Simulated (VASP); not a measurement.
```
CELL_PARAMETERS angstrom
      4.13332     0.00000     0.00000
      0.00000     4.13332     0.00000
      0.00000     0.00000     6.50470
ATOMIC_POSITIONS crystal
  Ce 0.00000 0.50000 0.30185
  Ce 0.50000 0.00000 0.69815
  Mn 0.00000 0.00000 0.00000
  Mn 0.50000 0.50000 0.00000
  Ge 0.00000 0.50000 0.80143
  Ge 0.50000 0.00000 0.19857
```

All values below come from PBEsol GGA with spin-orbit coupling, VASP's PBE PAW potentials (set 64) (plane waves; VASP 6.6.1). Numerical set-up: 400 eV cut-off, 7×7×5 Γ-centred mesh, Gaussian smearing of 0.050 eV, potentials Ce Mn_pv Ge_d.

The run has a spin-polarised start.

Give the energies of bands 72 to 85 at the high-symmetry points, in eV from the Fermi level.

| band | Γ | X | M | Z | R | A |
|---|---|---|---|---|---|---|
| 72 | -0.30 | -1.04 | -0.58 | -0.40 | -0.77 | -0.58 |
| 73 | -0.27 | -1.01 | -0.57 | -0.37 | -0.48 | -0.35 |
| 74 | -0.21 | -1.01 | -0.57 | -0.28 | -0.48 | -0.35 |
| 75 | -0.06 | -0.48 | -0.20 | -0.14 | -0.28 | -0.29 |
| 76 | 0.02 | -0.48 | -0.20 | -0.09 | -0.28 | -0.29 |
| 77 | 0.14 | -0.31 | -0.07 | -0.02 | 0.05 | -0.18 |
| 78 | 0.16 | -0.31 | -0.07 | 0.15 | 0.05 | -0.18 |
| 79 | 0.17 | -0.03 | 0.15 | 0.18 | 0.15 | -0.06 |
| 80 | 0.18 | -0.03 | 0.15 | 0.26 | 0.15 | -0.06 |
| 81 | 0.20 | 0.30 | 0.24 | 0.31 | 0.26 | 0.37 |
| 82 | 0.20 | 0.30 | 0.24 | 0.34 | 0.26 | 0.37 |
| 83 | 0.21 | 0.33 | 0.24 | 0.40 | 0.26 | 0.40 |
| 84 | 0.33 | 0.33 | 0.24 | 0.42 | 0.26 | 0.40 |
| 85 | 0.38 | 0.39 | 0.47 | 0.44 | 0.36 | 0.45 |

It has no gap at this level: it comes out as a metal or semimetal.

The structure comes from a computed database's CeMnGe entry (P4/nmm); how it stands against other phases isn't given here. It was relaxed first, which changed the volume by -7 %.
